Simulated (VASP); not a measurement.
Shape and ions are relaxed at each volume.

Data:

```xyz
2
Lattice="1.3665 -2.3669 0.0000 1.3665 2.3669 0.0000 0.0000 0.0000 4.3263" Properties=species:S:1:pos:R:3 pbc="T T T"
Os     1.3665     0.7890     1.0816
Os     1.3665    -0.7890     3.2447
```

These are PBE GGA with D3 dispersion (zero damping), VASP's PBE PAW potentials (set 64) (plane waves; VASP) values and carry that method's errors. Settings: 520 eV cut-off, 15×15×9 Γ-centred mesh, first-order Methfessel-Paxton smearing of 0.10 eV, potentials Os.

Give the energy at these volumes per atom, relative to the lowest: 13.15, 13.57, 13.99, 14.41, 14.83 Å³.

75.9, 17.8, 0.0, 15.8, 59.6 meV/atom. A third-order Birch-Murnaghan fit gives B0 = 426 GPa and B0′ = 5.0.

Measured: bulk modulus 425 GPa at 0 K (computed value off by +0.4 %), as given by Vázquez-Parga, Fernández-Martínez, Viñes, J. Chem. Theory Comput. (2023), doi:10.1021/acs.jctc.3c00612, Supporting … [zero-point energy and finite temperature contributions removed].

The compound is Os in the hcp structure. It was relaxed first.
